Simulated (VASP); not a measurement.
```yaml
crystal:
  lattice:
    - [4.21006, 0.00000, 0.00000]
    - [0.00000, 4.21006, 0.00000]
    - [0.00000, 0.00000, 4.21006]
  atoms:
    - { symbol: K, position: [0.00000, 0.00000, 0.00000] }
    - { symbol: Zn, position: [0.50000, 0.50000, 0.50000] }
    - { symbol: F, position: [0.50000, 0.00000, 0.50000] }
    - { symbol: F, position: [0.00000, 0.50000, 0.50000] }
    - { symbol: F, position: [0.50000, 0.50000, 0.00000] }
```

Level of theory: RPBE GGA, VASP's PBE PAW potentials (set 64) (plane waves; VASP 6.6.1). Settings: 520 eV cut-off, 6×6×6 Γ-centred mesh, tetrahedra with Blöchl corrections, potentials K_sv Zn F.

Problem. Tabulate the total density of states (states/eV per cell) against energy (eV; zero at the valence-band maximum or, without a gap, the Fermi level).

Solution. 
```
E (eV) | DOS (states/eV)
    -9.96 |  0.00
    -9.24 |  0.00
    -8.52 |  0.00
    -7.80 |  0.00
    -7.08 |  0.00
    -6.36 |  0.00
    -5.64 |  0.00
    -5.04 | # 0.25
    -4.32 | ####### 2.94
    -3.60 | ############################## 13.2
    -2.88 | ## 0.79
    -2.16 | ##### 2.33
    -1.44 | #################### 8.67
    -0.72 | ##### 2.34
     0.00 | # 0.31
     0.72 |  0.00
     1.44 |  0.00
     2.16 |  0.00
     2.76 |  0.00
     3.48 |  0.00
     4.20 |  0.09
     4.92 | # 0.24
     5.64 | # 0.48
     6.36 | ## 0.85
     7.08 | ## 0.79
```
Within 2 eV below the valence-band maximum the largest weight inside VASP's projection spheres is F p, then Zn d.

The compound is KZnF3 in the cubic perovskite structure. It was relaxed first, which changed the volume by +12 %.
